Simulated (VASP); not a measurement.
Input:

```xyz
2
Lattice="0.0000 2.6447 2.6447 2.6447 0.0000 2.6447 2.6447 2.6447 0.0000" Properties=species:S:1:pos:R:3 pbc="T T T"
Mg     0.0000     0.0000     0.0000
S      2.6447     2.6447     2.6447
```

Calculation: vdW-DF2, VASP's PBE PAW potentials (set 64) (plane waves; VASP 6.6.1). Settings: 520 eV cut-off, 10×10×10 Γ-centred mesh, tetrahedra with Blöchl corrections, potentials Mg S.

### Question
Predict the energy per atom (σ→0), band gap (on the k-mesh) with the smallest direct gap where there is one.

### Answer

```yaml
band gap (on the k-mesh): 2.70 eV
smallest direct gap (on the k-mesh): 3.52 eV
energy per atom (σ→0): -2.630 eV/atom
```

The absolute energy has meaning only against runs of the same code, potentials and settings.

The compound is MgS in the rock salt structure. It was relaxed first, which changed the volume by +5 %.
